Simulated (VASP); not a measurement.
Computed with PBEsol GGA, VASP's PBE PAW potentials (set 64) (plane waves; VASP 6.6.1).

The input files of a VASP run:

INCAR:
```
! general
SYSTEM   =  Be2Zn2Se4
PREC     =  Accurate
ENCUT    =  400   ! plane-wave cut-off (eV)
LREAL    =  .False.
LASPH    =  .True.   ! aspherical one-centre terms
ICHARG   =  11   ! fixed density

! electronic loop
EDIFF    =  1E-7   ! SCF stop (eV)
NELM     =  100   ! most electronic steps
ALGO     =  Normal
LMAXMIX  =  4   ! l cut-off of mixed one-centre charges

! smearing
ISMEAR   =  0   ! Gaussian
SIGMA    =  0.05   ! width (eV)

! functional
GGA      =  PS

! output
LWAVE    =  .False.
LCHARG   =  .False.
LORBIT   =  11
```

File POSCAR:
```
Be2Zn2Se4
1.0
  0.0000000000   2.6945758531   2.6945758531
  2.6945758531   0.0000000000   2.6945758531
 10.8053117285  10.8053117285  -0.0270083158
Zn Se Be
2 4 2
direct
  0.0144208307   0.0144208307   0.9891843770
  0.9899935146   0.9899935146   0.2575048641
  0.2477925165   0.2477925165   0.0641556126
  0.2242359566   0.2242359566   0.3318230325
  0.2494800026   0.2494800026   0.5628899980
  0.2736237237   0.2736237237   0.7947822072
  0.9884142617   0.9884142617   0.5086893037
  0.0120391935   0.0120391935   0.7409706049
```

File KPOINTS:
```
k-points along high-symmetry lines
12
Line-mode
Reciprocal
  0.000000   0.000000   0.000000 ! GAMMA
  0.000000   0.000000  -0.500000 ! T

  0.000000   0.000000  -0.500000 ! T
 -0.328125   0.328125  -0.500000 ! H_2

 -0.343750   0.328125  -0.187500 ! H_0
  0.000000   0.500000   0.500000 ! L

  0.000000   0.500000   0.500000 ! L
  0.000000   0.000000   0.000000 ! GAMMA

  0.000000   0.000000   0.000000 ! GAMMA
 -0.335938   0.335938   0.000000 ! S_0

 -0.335938   0.328125  -0.343750 ! S_2
 -0.500000   0.000000  -1.000000 ! F

 -0.500000   0.000000  -1.000000 ! F
  0.000000   0.000000   0.000000 ! GAMMA
```

POTCAR, in this order: Zn Se Be (PBE.64 set). Program: vasp_std. Read from the step before: CHGCAR.

Task: What will the output report for the number of irreducible k-points (NKPTS), number of bands (NBANDS), largest plane-wave count, number of space-group operations, FFT grid (NGX, NGY, NGZ)?

Result: 
```
Item                                            Value
--------------------------------------  -------------
number of irreducible k-points (NKPTS)             84
number of bands (NBANDS)                           31
largest plane-wave count                         2876
number of space-group operations                    6
FFT grid (NGX, NGY, NGZ)                28 × 28 × 100
```

The structure was generated: Be2Zn2Se4 was put into an ordered model structure (R3m), which need not be its known phase. It was relaxed first.
